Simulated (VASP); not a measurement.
Mo:

```
Mo
1.0
    -1.57342    1.57342    1.57342
     1.57342   -1.57342    1.57342
     1.57342    1.57342   -1.57342
Mo
1
Cartesian
  0.0000 0.0000 0.0000
```

```yaml
Program: VASP 6.6.1
Task: relaxation of cell and atoms
Functional: PBE
Potentials_or_basis: VASP PAW PBE potentials, release 64 (Mo_sv)
Cutoff: 600 eV
k_mesh: 20 × 20 × 20
Occupations: methfessel-paxton, width 0.1 eV
Spin: no spin polarisation
```

At the start: pressure 4.1 GPa; volume 15.58 Å³/atom.

How do energy, volume and symmetry change on relaxing?

Over 3 steps the energy falls by 3.0 meV/atom and the volume is 15.82 Å³/atom (+1.6 %); space group Im-3m (No. 229, to 0.05 Å).

The path:
```
step  energy change (eV)  largest force (eV/Å)  pressure (GPa)  volume (Å³)
   1              0.0000                0.0000            4.10        15.58
   2              0.0190                0.0000          -10.04        16.50
   3             -0.0030                0.0000           -0.06        15.82
```

Final structure:
```xyz
1
Lattice="-1.5815 1.5815 1.5815 1.5815 -1.5815 1.5815 1.5815 1.5815 -1.5815" Properties=species:S:1:pos:R:3 pbc="T T T"
Mo    0.0000    0.0000    0.0000
```
